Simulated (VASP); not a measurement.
# YNb (Fm-3m) in VASP: equation of state

Aim: energy against volume of YNb in PBE, for its equilibrium volume and stiffness.

All numbers are computed with VASP 6.6.1; they aren't measurements. Logs are shortened: lines on timing, memory, paths and dates and some standing lists are left out, and cuts for length are marked.

## Step 1: The crystal as given

Symmetry: Fm-3m, No. 225, cubic system. Conventional cell: a = 5.915 Å, b = 5.915 Å, c = 5.915 Å, α = 90.00°, β = 90.00°, γ = 90.00°. Around Y (site symmetry m-3m) lie 6 Nb at 2.96 Å. Nb (site symmetry m-3m) has 6 Y at 2.96 Å as nearest neighbours.

The cell was built by a generator and needn't be a form met in nature.

## Step 2: Equation of state, PBE, 24.32 Å³/atom (volume scaled by 0.94)

INCAR

```
SYSTEM = YNb
PREC = Accurate
ENCUT = 520
EDIFF = 1E-7
ISMEAR = -1
SIGMA = 0.05
LREAL = .FALSE.
LASPH = .TRUE.
NELM = 80
ALGO = Normal
ISIF = 2
LWAVE = .FALSE.
LCHARG = .FALSE.
GGA = PE
NBANDS = 19
```

KPOINTS

```
Automatic mesh
0
G
  8 8 8
  0 0 0
```

POSCAR

```
YNb
1.0
    0.0000000000      2.8973610172      2.8973610172
    2.8973610172      0.0000000000      2.8973610172
    2.8973610172      2.8973610172      0.0000000000
Y Nb
1 1
Direct
    0.5000000000      0.5000000000      0.5000000000
    0.0000000000      0.0000000000      0.0000000000
```

Potentials or basis: VASP PAW PBE potentials, release 64 (Y_sv, Nb_sv).

Launch:

```console
$ cat potpaw_PBE.64/Y_sv/POTCAR potpaw_PBE.64/Nb_sv/POTCAR > POTCAR
$ mpirun -np 1 vasp_std > vasp.out
```

OUTCAR:

```text
SYSTEM = YNb
   PREC = Accurate
   ENCUT = 520
   EDIFF = 1E-7
   ISMEAR = -1
   LREAL = .FALSE.
   LASPH = .TRUE.
   NELM = 80
   ISIF = 2
   GGA = PE

 Found     29 irreducible k-points:

 Following reciprocal coordinates:
            Coordinates               Weight
  0.000000  0.000000  0.000000      1.000000
  0.125000  0.000000  0.000000      8.000000
  0.250000  0.000000  0.000000      8.000000
  0.375000  0.000000  0.000000      8.000000
  0.500000  0.000000  0.000000      4.000000
  0.125000  0.125000  0.000000      6.000000
   k-points           NKPTS =     29   k-points in BZ     NKDIM =     29   number of bands    NBANDS=     19
   number of dos      NEDOS =    301   number of ions     NIONS =      2
   total plane-waves  NPLWV =  27000
   dimension x,y,z NGX =    30 NGY =   30 NGZ =   30
   dimension x,y,z NGXF=    60 NGYF=   60 NGZF=   60
   ions per type =               1   1
   NGX,Y,Z   is equivalent  to a cutoff of  12.17, 12.17, 12.17 a.u.
   NGXF,Y,Z  is equivalent  to a cutoff of  24.34, 24.34, 24.34 a.u.
 SYSTEM =  YNb
   PREC   = accura    normal or accurate (medium, high low for compatibility)
   ISTART =      0    job   : 0-new  1-cont  2-samecut
   ICHARG =      2    charge: 1-file 2-atom 10-const
   ISPIN  =      1    spin polarized calculation?
   LNONCOLLINEAR =      F non collinear calculations
   LSORBIT =      F    spin-orbit coupling
   LASPH  =      T    aspherical Exc in radial PAW
   ENCUT  =  520.0 eV  38.22 Ry    6.18 a.u.   7.62  7.62  7.62*2*pi/ulx,y,z
   NELM   =     80;   NELMIN=  2; NELMDL= -5     # of ELM steps
   EDIFF  = 0.1E-06   stopping-criterion for ELM
   LREAL  =      F    real-space projection
   EDIFFG = 0.1E-05   stopping-criterion for IOM
   NSW    =      0    number of steps for IOM
   IBRION =     -1    ionic relax: 0-MD 1-quasi-New 2-CG
   NFREE  =      0    steps in history (QN), initial steepest desc. (CG)
   ISIF   =      2    stress and relaxation
   ISYM   =      2    0-nonsym 1-usesym 2-fastsym
   POTIM  = 0.5000    time-step for ionic-motion
   TEBEG  =    0.0;   TEEND  =   0.0 temperature during run
   PSTRESS=    0.0 pullay stress
   NELECT =      24.0000    total number of electrons
   NUPDOWN=      -1.0000    fix difference up-down
   EMIN   =  10.00;   EMAX   =-10.00  energy-range for DOS
   EFERMI =   0.00;   METHOD = LEGACY
   ISMEAR =    -1;   SIGMA  =   0.05  broadening in eV -4-tet -1-fermi 0-gaus
   EFERMI_NEDOS =   21; number of points for ismear=-14 and -15
   IALGO  =     38    algorithm
   IMIX   =      4    mixing-type and parameters
     AMIX     =   0.40;   BMIX     =  1.00
     AMIX_MAG =   1.60;   BMIX_MAG =  1.00
  volume/ion in A,a.u.               =      24.32       164.14
  Fermi-wavevector in a.u.,A,eV,Ry     =   1.293598  2.444546 22.767928  1.673396
  Thomas-Fermi vector in A             =   2.425233
   LORBIT       =      0    0 simple, 1 ext, 2 COOP (PROOUT), +10 PAW based schemes
   GGA     = PE    functional components
   LHFCALC =     F    Hartree Fock is set to
   AEXX    =    0.0000 exact exchange contribution
   IVDW    =     0    specifies the selected vdW correction
   LEPSILON=     F    determine dielectric tensor
   LRPA    =     F    only Hartree local field effects (RPA)
 non-spin polarized calculation
  energy-cutoff  :      520.00
  volume of cell :       48.64
 maximum number of plane-waves:      1363
   NGX = 15   NGY = 15   NGZ = 15

 number of electron      24.0000002 magnetization

 Free energy of the ion-electron system (eV)
  ---------------------------------------------------
  ext. energy  EPLUGINS =         0.00000000
  ---------------------------------------------------
  free energy    TOTEN  =       -13.94798308 eV

  energy without entropy =      -13.91655678  energy(sigma->0) =      -13.93226993

 E-fermi :   5.9307     XC(G=0): -10.7237

 val. band max:        5.9094504272   @ k =  -0.2500   0.2500   0.0000
 cond. band min:       5.9342769783   @ k =   0.5000   0.1250   0.0000
 fundamental gap:      0.0248265512
 Fermi energy:         5.9307187470

 k-point     1 :       0.0000    0.0000    0.0000
  band No.  band energies     occupation
      1     -48.6164      2.00000
      2     -35.5352      2.00000
      3     -24.7406      2.00000
      4     -24.7406      2.00000
      5     -24.7406      2.00000
      6     -15.5642      2.00000
[... 11 lines left out ...]
     18      12.6245      0.00000
     19      14.2870      0.00000

 k-point     2 :       0.1250    0.0000    0.0000
  band No.  band energies     occupation
      1     -48.6158      2.00000
      2     -35.5353      2.00000
      3     -24.7425      2.00000
      4     -24.7404      2.00000
      5     -24.7404      2.00000
      6     -15.5971      2.00000
[... 11 lines left out ...]
     18      13.1258      0.00000
     19      13.1343      0.00000

 k-point     3 :       0.2500    0.0000    0.0000
  band No.  band energies     occupation
      1     -48.6143      2.00000
      2     -35.5355      2.00000
      3     -24.7471      2.00000
      4     -24.7401      2.00000
      5     -24.7401      2.00000
      6     -15.6751      2.00000
[... 11 lines left out ...]
     18      11.6627      0.00000
     19      11.6627      0.00000

 k-point     4 :       0.3750    0.0000    0.0000
  band No.  band energies     occupation
      1     -48.6127      2.00000
      2     -35.5357      2.00000
      3     -24.7518      2.00000
      4     -24.7397      2.00000
      5     -24.7397      2.00000
      6     -15.7513      2.00000
[... 11 lines left out ...]
     18      10.5935      0.00000
     19      10.5935      0.00000

 k-point     5 :       0.5000    0.0000    0.0000
  band No.  band energies     occupation
      1     -48.6121      2.00000
      2     -35.5358      2.00000
      3     -24.7538      2.00000
      4     -24.7396      2.00000
      5     -24.7396      2.00000
      6     -15.7823      2.00000
[... 11 lines left out ...]
     18      10.0993      0.00000
     19      10.0993      0.00000

 k-point     6 :       0.1250    0.1250    0.0000
  band No.  band energies     occupation
      1     -48.6156      2.00000
      2     -35.5351      2.00000
      3     -24.7445      2.00000
      4     -24.7445      2.00000
      5     -24.7370      2.00000
      6     -15.6213      2.00000
[... 11 lines left out ...]
     18      11.8757      0.00000
     19      13.5235      0.00000

 [... further k-points ...]

------------------------ aborting loop because EDIFF is reached ----------------------------------------

  FORCE on cell =-STRESS in cart. coord.  units (eV):
  Direction    XX          YY          ZZ          XY          YZ          ZX
  --------------------------------------------------------------------------------------
  -------------------------------------------------------------------------------------
  Total        1.1281223      1.1281223      1.1281223      0.0000000      0.0000000      0.0000000
  in kB       37.1559994     37.1559994     37.1559994      0.0000000      0.0000000      0.0000000
  external PRESSURE =      37.1559994 kB  Pullay stress =       0.0000000 kB

 VOLUME and BASIS-vectors are now :
 -----------------------------------------------------------------------------
  energy-cutoff  :      520.00
  volume of cell :       48.64
      direct lattice vectors                 reciprocal lattice vectors
     0.000000000  2.897361017  2.897361017    -0.172570832  0.172570832  0.172570832
     2.897361017  0.000000000  2.897361017     0.172570832 -0.172570832  0.172570832
     2.897361017  2.897361017  0.000000000     0.172570832  0.172570832 -0.172570832

 POSITION                                       TOTAL-FORCE (eV/Angst)
 -----------------------------------------------------------------------------------
      2.89736      2.89736      2.89736        -0.000000      0.000000      0.000000
      0.00000      0.00000      0.00000         0.000000     -0.000000     -0.000000
 -----------------------------------------------------------------------------------
    total drift:                               -0.000000      0.000000      0.000000

  FREE ENERGIE OF THE ION-ELECTRON SYSTEM (eV)
  ---------------------------------------------------
  free  energy   TOTEN  =       -13.9479830817 eV

  energy  without entropy=      -13.9165567771  energy(sigma->0) =      -13.93226993
```

It took 34 s on 1 thread of Intel Xeon Platinum 8259CL at 2.50GHz (Skylake/Cascade Lake), shared host; peak memory 0.19 GiB.

What came out:

```yaml
Free_energy: -13.9480 eV
Pressure: 3.7 GPa
Band_gap_on_the_k_mesh: none (metal or under the smearing width)
```

## Step 3: Equation of state, PBE, 24.84 Å³/atom (volume scaled by 0.96)

INCAR

```
SYSTEM = YNb
PREC = Accurate ; ENCUT = 520
EDIFF = 1E-7 ; ISMEAR = -1
SIGMA = 0.05 ; LREAL = .FALSE.
LASPH = .TRUE. ; NELM = 100
ALGO = Normal ; ISIF = 2
LWAVE = .FALSE. ; LCHARG = .FALSE.
GGA = PE ; NBANDS = 19
```

KPOINTS

```
regular mesh
0
G
  8 8 8
  0 0 0
```

POSCAR

```
YNb
1.0
    0.0000000000      2.9177656403      2.9177656403
    2.9177656403      0.0000000000      2.9177656403
    2.9177656403      2.9177656403      0.0000000000
Y Nb
1 1
Direct
    0.5000000000      0.5000000000      0.5000000000
    0.0000000000      0.0000000000      0.0000000000
```

Potentials or basis: VASP PAW PBE potentials, release 64 (Y_sv, Nb_sv).

Launch:

```console
$ cat potpaw_PBE.64/Y_sv/POTCAR potpaw_PBE.64/Nb_sv/POTCAR > POTCAR
$ mpirun -np 1 vasp_std > vasp.out
```

Run time: 27 s. Hardware: 1 thread of Intel Xeon Platinum 8259CL at 2.50GHz (Skylake/Cascade Lake), shared host; peak memory 0.2 GiB.

The run converged. Its results:

- Free energy: -13.9678 eV
- Pressure: 2.3 GPa
- Band gap on the k mesh: none (metal or under the smearing width)

## Step 4: Equation of state, PBE, 25.36 Å³/atom (volume scaled by 0.98)

INCAR

```
SYSTEM = YNb
  ALGO = Normal
  EDIFF = 1E-7
  ENCUT = 520
  GGA = PE
  ISIF = 2
  ISMEAR = -1
  LASPH = .TRUE.
  LCHARG = .FALSE.
  LREAL = .FALSE.
  LWAVE = .FALSE.
  NBANDS = 19
  NELM = 80
  PREC = Accurate
  SIGMA = 0.05
```

KPOINTS

```
k-points
0
G
  8 8 8
  0 0 0
```

POSCAR

```
YNb
1.0
    0.0000000000      2.9378887978      2.9378887978
    2.9378887978      0.0000000000      2.9378887978
    2.9378887978      2.9378887978      0.0000000000
Y Nb
1 1
Direct
    0.5000000000      0.5000000000      0.5000000000
    0.0000000000      0.0000000000      0.0000000000
```

Launch:

```console
$ cat potpaw_PBE.64/Y_sv/POTCAR potpaw_PBE.64/Nb_sv/POTCAR > POTCAR
$ mpirun -np 1 vasp_std > vasp.out
```

It took 55 s on 1 thread of Intel Xeon Platinum 8259CL at 2.50GHz (Skylake/Cascade Lake), shared host; peak memory 0.2 GiB.

Results (log left out):

```
Free energy            : -13.9790 eV
Pressure               : 1.1 GPa
Band gap on the k mesh : none (metal or under the smearing width)
```

## Step 5: Equation of state, PBE, 26.39 Å³/atom (volume scaled by 1.02)

INCAR

```
SYSTEM = YNb
ALGO = Normal ; EDIFF = 1E-7
ENCUT = 520 ; GGA = PE
ISIF = 2 ; ISMEAR = -1
LASPH = .True. ; LCHARG = .False.
LREAL = .False. ; LWAVE = .False.
NBANDS = 19 ; NELM = 80
PREC = Accurate ; SIGMA = 0.05
```

KPOINTS

```
k-points
0
Gamma
  8 8 8
  0 0 0
```

POSCAR

```
YNb
1.0
    0.0000000000      2.9773282530      2.9773282530
    2.9773282530      0.0000000000      2.9773282530
    2.9773282530      2.9773282530      0.0000000000
Y Nb
1 1
Direct
    0.5000000000      0.5000000000      0.5000000000
    0.0000000000      0.0000000000      0.0000000000
```

Launch:

```console
$ cat potpaw_PBE.64/Y_sv/POTCAR potpaw_PBE.64/Nb_sv/POTCAR > POTCAR
$ mpirun -np 1 vasp_std > vasp.out
```

It took 68 s on 1 thread of Intel Xeon Platinum 8259CL at 2.50GHz (Skylake/Cascade Lake), shared host; peak memory 0.2 GiB.

The run converged. Its results:

```
Free energy            : -13.9790 eV
Pressure               : -1.1 GPa
Band gap on the k mesh : none (metal or under the smearing width)
```

## Step 6: Equation of state, PBE, 26.91 Å³/atom (volume scaled by 1.04)

INCAR

```
PREC = Accurate
ENCUT = 520
EDIFF = 1E-7
ISMEAR = -1
SIGMA = 0.05
LREAL = F
LASPH = T
NELM = 100
ALGO = Normal
ISIF = 2
LWAVE = F
LCHARG = F
GGA = PE
NBANDS = 19
```

KPOINTS

```
regular mesh
0
Gamma
  8 8 8
```

POSCAR

```
YNb
1.0
    0.0000000000      2.9966620951      2.9966620951
    2.9966620951      0.0000000000      2.9966620951
    2.9966620951      2.9966620951      0.0000000000
Y Nb
1 1
Direct
    0.5000000000      0.5000000000      0.5000000000
    0.0000000000      0.0000000000      0.0000000000
```

Potentials or basis: VASP PAW PBE potentials, release 64 (Y_sv, Nb_sv).

Launch:

```console
$ cat potpaw_PBE.64/Y_sv/POTCAR potpaw_PBE.64/Nb_sv/POTCAR > POTCAR
$ mpirun -np 1 vasp_std > vasp.out
```

Wall time 50 s (1 thread of Intel Xeon Platinum 8259CL at 2.50GHz (Skylake/Cascade Lake), shared host); peak memory 0.2 GiB.

The run converged. Its results:

- Free energy: -13.9688 eV
- Pressure: -2.1 GPa
- Band gap on the k mesh: none (metal or under the smearing width)

(Continued in part 2 of 2.)
